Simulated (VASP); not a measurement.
An input for Quantum ESPRESSO's pw.x (written as the equivalent of a VASP run, and not itself run):

```
&CONTROL
  calculation = 'scf'
  pseudo_dir = './pseudo'
  outdir = './out'
  tprnfor = .true.
  tstress = .true.
/
&SYSTEM
  ibrav = 0
  nat = 5
  ntyp = 3
  ecutwfc = 84
  occupations = 'tetrahedra'
  input_dft = 'pz'
/
&ELECTRONS
  conv_thr = 7.3e-09
  electron_maxstep = 100
/
ATOMIC_SPECIES
  Sr 87.620 Sr.upf
  V 50.941 V.upf
  O 15.999 O.upf
CELL_PARAMETERS angstrom
     3.7813019    0.0000000    0.0000000
     0.0000000    3.7813019    0.0000000
     0.0000000    0.0000000    3.7813019
ATOMIC_POSITIONS crystal
  Sr   0.0000000  0.0000000  0.0000000
  V    0.5000000  0.5000000  0.5000000
  O    0.5000000  0.0000000  0.5000000
  O    0.0000000  0.5000000  0.5000000
  O    0.5000000  0.5000000  0.0000000
K_POINTS automatic
  9 9 9 0 0 0
```

### Question
Write the VASP files for the same calculation (LDA).

### Answer
One answer among several that fit: 
**POSCAR**
```
SrVO3
3.7813020
  0.9999999663   0.0000000000   0.0000000000
  0.0000000000   0.9999999663   0.0000000000
  0.0000000000   0.0000000000   0.9999999663
Sr V O
1 1 3
Cartesian
  0.0000000000   0.0000000000   0.0000000000
  0.4999999832   0.4999999832   0.4999999832
  0.4999999832   0.0000000000   0.4999999832
  0.0000000000   0.4999999832   0.4999999832
  0.4999999832   0.4999999832   0.0000000000
```

### KPOINTS
```
Automatic mesh
0
Gamma
9 9 9
0 0 0
```

**INCAR**
```
# general
SYSTEM =SrVO3
PREC   =Accurate
ENCUT  =520
LREAL  =.FALSE.   # projection in real space or not
LASPH  =.TRUE.

# electronic loop
EDIFF  =1E-7
NELM   =100   # most electronic steps
ALGO   =Normal   # blocked Davidson
LMAXMIX=4   # l cut-off of mixed one-centre charges

# smearing
ISMEAR =-5   # tetrahedra, Bloechl

# ions
ISIF   =2

# output
LWAVE  =.FALSE.
LCHARG =.TRUE.
LORBIT =11   # lm-projected
NEDOS  =601   # DOS grid

# other
LEFG   =.TRUE.
```

POTCAR, in this order: Sr_sv V_sv O (LDA.64 set). Program: vasp_std.

Limits of the translation: the potentials are each code's own (VASP's PAW set, PseudoDojo norm-conserving files in pw.x), so ENCUT and ecutwfc are chosen apart and not converted; conv_thr bounds pw.x's estimated SCF error, while EDIFF bounds the energy change between steps; the field gradients of LEFG aren't asked of the other code.

The compound is SrVO3 in the cubic perovskite structure. It was relaxed first.
